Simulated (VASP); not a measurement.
```
CELL_PARAMETERS angstrom
      0.00009     5.49028     5.48112
      5.49028     0.00009     5.48112
      2.74519     2.74519     0.00000
ATOMIC_POSITIONS crystal
  Ga 0.00032 0.00032 0.99936
  Ga 0.00736 0.49726 0.99538
  Ga 0.49726 0.00736 0.99538
  Ga 0.49515 0.49515 0.00970
  P  0.12491 0.12491 0.25018
  P  0.12475 0.62510 0.25015
  P  0.62510 0.12475 0.25015
  As 0.62515 0.62515 0.24970
```

Calculation: PBEsol GGA, VASP's PBE PAW potentials (set 64) (plane waves; VASP). Settings: 400 eV cut-off, Gaussian smearing of 0.050 eV, potentials Ga_d P As.

Q: Give the energies of bands 29 to 42 at the high-symmetry points, in eV from the valence-band maximum.

A: 
```json
[
 {"band": "29", "Γ": "-2.82", "Y": "-3.52", "C0": "-4.06", "Z": "-3.75", "A0": "-2.95", "T": "-2.86", "S": "-3.41", "R": "-3.47"},
 {"band": "30", "Γ": "-1.37", "Y": "-3.49", "C0": "-2.58", "Z": "-3.72", "A0": "-2.92", "T": "-2.81", "S": "-3.31", "R": "-3.44"},
 {"band": "31", "Γ": "-1.22", "Y": "-1.93", "C0": "-2.00", "Z": "-3.65", "A0": "-2.86", "T": "-2.80", "S": "-2.27", "R": "-3.39"},
 {"band": "32", "Γ": "-1.22", "Y": "-1.93", "C0": "-1.97", "Z": "-3.56", "A0": "-2.80", "T": "-2.76", "S": "-2.08", "R": "-3.22"},
 {"band": "33", "Γ": "-1.10", "Y": "-1.77", "C0": "-1.86", "Z": "-3.49", "A0": "-2.23", "T": "-1.37", "S": "-0.91", "R": "-2.27"},
 {"band": "34", "Γ": "-0.04", "Y": "-1.65", "C0": "-1.81", "Z": "-3.44", "A0": "-1.98", "T": "-1.21", "S": "-0.89", "R": "-2.24"},
 {"band": "35", "Γ": "-0.03", "Y": "-1.45", "C0": "-1.57", "Z": "-1.45", "A0": "-1.42", "T": "-1.17", "S": "-0.58", "R": "-2.10"},
 {"band": "36", "Γ": "0.00", "Y": "-1.04", "C0": "-0.68", "Z": "-1.15", "A0": "-1.39", "T": "-1.04", "S": "-0.54", "R": "-1.92"},
 {"band": "37", "Γ": "1.27", "Y": "1.84", "C0": "2.29", "Z": "2.79", "A0": "1.60", "T": "1.25", "S": "1.74", "R": "2.09"},
 {"band": "38", "Γ": "1.38", "Y": "2.02", "C0": "2.37", "Z": "3.06", "A0": "1.73", "T": "1.32", "S": "1.94", "R": "2.13"},
 {"band": "39", "Γ": "1.38", "Y": "2.79", "C0": "2.57", "Z": "4.50", "A0": "2.08", "T": "1.37", "S": "2.10", "R": "2.27"},
 {"band": "40", "Γ": "1.47", "Y": "3.00", "C0": "3.11", "Z": "4.56", "A0": "2.09", "T": "1.52", "S": "2.36", "R": "2.44"},
 {"band": "41", "Γ": "1.62", "Y": "3.47", "C0": "3.73", "Z": "4.70", "A0": "2.24", "T": "1.61", "S": "4.46", "R": "4.62"},
 {"band": "42", "Γ": "3.70", "Y": "3.58", "C0": "3.88", "Z": "4.71", "A0": "2.33", "T": "1.68", "S": "4.49", "R": "4.65"}
]
```

The gap is indirect, 1.25 eV, from the valence maximum at Γ to the conduction minimum at T.

The structure was generated: Ga4AsP3 was put into an ordered model structure (Amm2), which need not be its known phase. It was relaxed first.
